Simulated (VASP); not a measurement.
# Settings for CBrClF₂: relaxation of the atoms

CBrClF₂, molecule in box, 5 atoms in the cell. PBE, relaxation of the atoms; PAW potentials F, C, Cl, Br (PBE set). VASP 6.6.1.

Wanted: energy within 1 meV/atom; two shortest distances of each atom within 0.01 Å.

POSCAR:
```
CBrClF2
1.0
   11.0000000000      0.0000000000      0.0000000000
    0.0000000000     12.0000000000      0.0000000000
    0.0000000000      0.0000000000     12.0000000000
F C Cl Br
2 1 1 1
Direct
    0.4179300000      0.4744130000      0.5994070000
    0.5832820000      0.3980380000      0.5898510000
    0.5114350000      0.4636990000      0.5374370000
    0.4780330000      0.4035500000      0.4085390000
    0.5847420000      0.6047290000      0.5169820000
```

The series start from Force threshold EDIFFG (eV/Å): -0.02; Electronic threshold EDIFF (eV): 1e-6; Relaxation method: conjugate gradient, POTIM 0.5; Mixing and least electronic steps: default. Each series keeps the choices made before it, and each single choice may use up half of a tolerance.

## Force threshold EDIFFG (eV/Å)

| Force threshold EDIFFG (eV/Å) | Energy less reference (meV/atom) | Two shortest distances of each atom, largest deviation (Å) | Time (s) |
|---|---|---|---|
| -0.1 | 0.4 | 0.004 | 43 |
| -0.05 | 0.3 | 0.003 | 48 |
| -0.03 | 0.3 | 0.001 | 54 |
| -0.02 | 0.3 | 0.001 | 68 |
| -0.01 | 0.3 | 0.000 | 57 |
| -0.005 | 0.0 | 0.000 | 168 |
| -0.002 (reference) | 0.0 | 0.000 | 176 |

Chosen: -0.1, the loosest value from which every tighter one stays within half of the tolerance.

## Electronic threshold EDIFF (eV)

| Electronic threshold EDIFF (eV) | Energy less reference (meV/atom) | Two shortest distances of each atom, largest deviation (Å) | Time (s) |
|---|---|---|---|
| 0.001 | -0.1 | 0.003 | 17 |
| 0.0001 | 0.0 | 0.001 | 23 |
| 1e-5 | 0.0 | 0.001 | 31 |
| 1e-6 | 0.0 | 0.000 | 43 |
| 1e-7 (reference) | 0.0 | 0.000 | 57 |

Chosen: 0.001.

## Relaxation method

| Relaxation method | Energy less reference (meV/atom) | Two shortest distances of each atom, largest deviation (Å) | Time (s) |
|---|---|---|---|
| conjugate gradient, POTIM 0.5 | 0.0 | 0.000 | 17 |
| conjugate gradient, POTIM 0.2 | 0.3 | 0.004 | 12 |
| conjugate gradient, POTIM 1.0 | 0.0 | 0.002 | 26 |
| quasi-Newton, POTIM 0.5 | 0.1 | 0.004 | 14 |
| quasi-Newton, POTIM 0.3, 10 steps kept | 0.0 | 0.004 | 16 |
| quasi-Newton, POTIM 0.5, at least 5 electronic steps | 0.2 | 0.004 | 16 |
| damped dynamics, POTIM 0.2, SMASS 0.4 | 0.0 | 0.003 | 39 |
| damped dynamics, POTIM 0.4, SMASS 0.8 | ran out of time | ran out of time | 2401 |
| velocity quench, POTIM 0.1 | 0.1 | 0.002 | 15 |

Chosen: conjugate gradient, POTIM 0.2, the fastest of those that stay within half of the tolerance.

## Mixing and least electronic steps

| Mixing and least electronic steps | Energy less reference (meV/atom) | Two shortest distances of each atom, largest deviation (Å) | SCF iterations | Time (s) |
|---|---|---|---|---|
| default | 0.0 | 0.000 | 31 | 12 |
| MAXMIX 40 | -0.1 | 0.002 | 33 | 12 |
| NELMIN 4 | -0.1 | 0.002 | 40 | 14 |
| NELMIN 4, MAXMIX 40 | -0.1 | 0.002 | 39 | 14 |
| ALGO Fast | 0.3 | 0.005 | 34 | 13 |

Chosen: default; no other choice that stays within half of the tolerance saves 30 % of the time.

## All choices together

| Input | Energy less reference (meV/atom) | Two shortest distances of each atom, largest deviation (Å) | Time (s) |
|---|---|---|---|
| program defaults (naive) | 0.3 | 0.002 | 26 |
| chosen settings | 0.7 | 0.006 | 12 |
| reference settings throughout | 0.0 | 0.000 | 279 |

The tolerance is met.

## The input

INCAR:
```
PREC     = Normal         # precision mode
ENCUT    = 400            # plane-wave cutoff, eV
EDIFF    = 0.001          # SCF threshold, eV
ISMEAR   = 0              # smearing method
SIGMA    = 0.01           # smearing width, eV
ISYM     = 0            
LREAL    = False          # projectors in reciprocal space
LASPH    = True           # aspherical terms in the spheres
NELM     = 100            # most SCF steps
ALGO     = Normal         # electronic algorithm
LWAVE    = False          # write WAVECAR
LCHARG   = False          # write CHGCAR
IBRION   = 2              # ionic algorithm
NSW      = 150            # ionic steps
ISIF     = 2              # what is computed and relaxed
EDIFFG   = -0.1           # ionic threshold
POTIM    = 0.2            # step
KPAR     = 1             
```

KPOINTS:
```
k-points
0
Gamma
  1 1 1
```

Commands:
```
cat potpaw_PBE.64/F/POTCAR potpaw_PBE.64/C/POTCAR potpaw_PBE.64/Cl/POTCAR potpaw_PBE.64/Br/POTCAR > POTCAR
mpirun -np 4 vasp_gam > vasp.out
```

The naive input happens to agree within the tolerance here, in 26 s.

The chosen input took VASP 6.6.1 12 s on 4 cores (Intel Xeon 6975P-C (Granite Rapids)), a shared host.

## An input that fails: ionic step far too long

What the run shows: internal error in: us.F  at line: 1398 internal ERROR SETYLM_AUG: -31 61 1613 77 -32 60 60 If you are not a developer, you should not encounter this problem. Please submit a bug report.

Changes against the starting input:
```
- NELM = 100
- IBRION = 2
- NSW = 150
- POTIM = 0.5
+ NELM = 60
+ IBRION = 3
+ NSW = 30
+ POTIM = 5.0
+ SMASS = 0.4
```
